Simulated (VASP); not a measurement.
CaO:

```xyz
2
Lattice="0.0000 2.4535 2.4535 2.4535 0.0000 2.4535 2.4535 2.4535 0.0000" Properties=species:S:1:pos:R:3 pbc="T T T"
Ca    0.0000    0.0000    0.0000
O     2.4535    2.4535    2.4535
```

* Program: VASP 6.6.1
* Task: relaxation of cell and atoms
* Functional: r2SCAN
* Potentials or basis: VASP PAW PBE potentials, release 64 (Ca_sv, O)
* Cutoff: 600 eV
* k mesh: 8 × 8 × 8
* Occupations: gaussian, width 0.02 eV
* Spin: no spin polarisation

At the start: pressure -6.3 GPa; volume 14.77 Å³/atom.

Problem. Where does the relaxation end?

Solution. Over 3 steps the energy falls by 18.3 meV/atom and the volume is 13.89 Å³/atom (-6.0 %); space group Fm-3m (No. 225, to 0.05 Å).

The path:
| step | energy change (eV) | largest force (eV/Å) | pressure (GPa) | volume (Å³) |
| --- | --- | --- | --- | --- |
| 1 | 0.0000 | 0.0000 | -6.28 | 29.54 |
| 2 | -0.0310 | 0.0000 | 2.88 | 27.13 |
| 3 | -0.0366 | 0.0000 | 0.01 | 27.77 |

Final structure:
```cif
data_structure
_symmetry_space_group_name_H-M 'P 1'
_symmetry_Int_Tables_number 1
_cell_length_a 3.3991
_cell_length_b 3.3991
_cell_length_c 3.3991
_cell_angle_alpha 60.000
_cell_angle_beta 60.000
_cell_angle_gamma 60.000
_cell_volume 27.77
loop_
_atom_site_label
_atom_site_type_symbol
_atom_site_fract_x
_atom_site_fract_y
_atom_site_fract_z
_atom_site_occupancy
Ca1 Ca 0.00000 0.00000 0.00000 1
O1 O 0.50000 0.50000 0.50000 1
```

Caveat: the PAW data sets were made with another functional, which shifts forces and pressure a little.
